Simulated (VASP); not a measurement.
OSZICAR of a VASP run on MgB2 (AlB2 type):

**OSZICAR**
```
       N       E                     dE             d eps       ncg     rms          rms(c)
DAV:   1     0.471508314444E+01    0.47151E+01   -0.40191E+03  1384   0.847E+02
DAV:   2    -0.176394320735E+02   -0.22355E+02   -0.21158E+02  1896   0.114E+02
DAV:   3    -0.178854382401E+02   -0.24601E+00   -0.24244E+00  1616   0.143E+01
DAV:   4    -0.178858611021E+02   -0.42286E-03   -0.42288E-03  2000   0.515E-01
DAV:   5    -0.178858614146E+02   -0.31252E-06   -0.31194E-06  1672   0.945E-03    0.548E+00
DAV:   6    -0.164275650320E+02    0.14583E+01   -0.23715E+00  1408   0.863E+00    0.264E+00
DAV:   7    -0.161784807969E+02    0.24908E+00   -0.12511E+00  1568   0.617E+00    0.800E-01
DAV:   8    -0.161778068036E+02    0.67399E-03   -0.16691E-01  1432   0.256E+00    0.448E-01
DAV:   9    -0.161665883064E+02    0.11218E-01   -0.36552E-02  1376   0.108E+00    0.552E-02
DAV:  10    -0.161665427101E+02    0.45596E-04   -0.10897E-03  1896   0.241E-01    0.208E-02
DAV:  11    -0.161665450871E+02   -0.23771E-05   -0.10613E-04  1376   0.649E-02    0.105E-02
DAV:  12    -0.161665368328E+02    0.82543E-05   -0.35523E-05  1416   0.336E-02    0.483E-04
DAV:  13    -0.161665368801E+02   -0.47332E-07   -0.31450E-07  1888   0.531E-03
   1 F= -.16166537E+02 E0= -.16166657E+02  d E =-.161665E+02
```

Problem. Which electronic solver shows in the log?

Solution. It is blocked Davidson (ALGO = Normal, or the opening steps of other solvers). The INCAR had ALGO = Normal.

Problem. Can the final energy be trusted as converged?

Solution. The run converged. It stopped with EDIFF = 1E-7, NELM = 100, NSW = 30 and EDIFFG = -0.01 after 1 ionic step (PBEsol GGA, plane waves, VASP's PBE PAW potentials (set 64)).

The compound is MgB2 in the AlB2 type structure. This cell is one point of a volume scan, at 0.94 of the reference volume.
